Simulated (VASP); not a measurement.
Data:

```yaml
crystal:
  lattice:
    - [2.86212, 0.00000, 0.00000]
    - [0.00000, 2.86212, 0.00000]
    - [0.00000, 0.00000, 2.86212]
  atoms:
    - { symbol: Ni, position: [0.00000, 0.00000, 0.00000] }
    - { symbol: Al, position: [0.50000, 0.50000, 0.50000] }
```

Computed with PBEsol GGA, VASP's PBE PAW potentials (set 64) (plane waves; VASP 6.6.1). Numerical set-up: 400 eV cut-off, 11×11×11 Γ-centred mesh, first-order Methfessel-Paxton smearing of 0.10 eV, potentials Ni Al.

### Question
Predict the energy per atom (σ→0), band gap (on the k-mesh) with the smallest direct gap where there is one.

### Answer

```
Property                                                     Value
------------------------  ----------------------------------------
band gap (on the k-mesh)  none (metal, semimetal or under 0.01 eV)
energy per atom (σ→0)                       -558.7 kJ/mol of atoms
```

Only differences to runs with the same potentials and settings are physical.

The structure was generated: NiAl was put into the CsCl type type (Pm-3m), which need not be its known phase. It was relaxed first, which changed the volume by -27 %. The start is the result of an earlier pass. The run is not spin-polarised, so no magnetic state was tried. The electron count is odd and the run is not spin-polarised, which forces a metal.
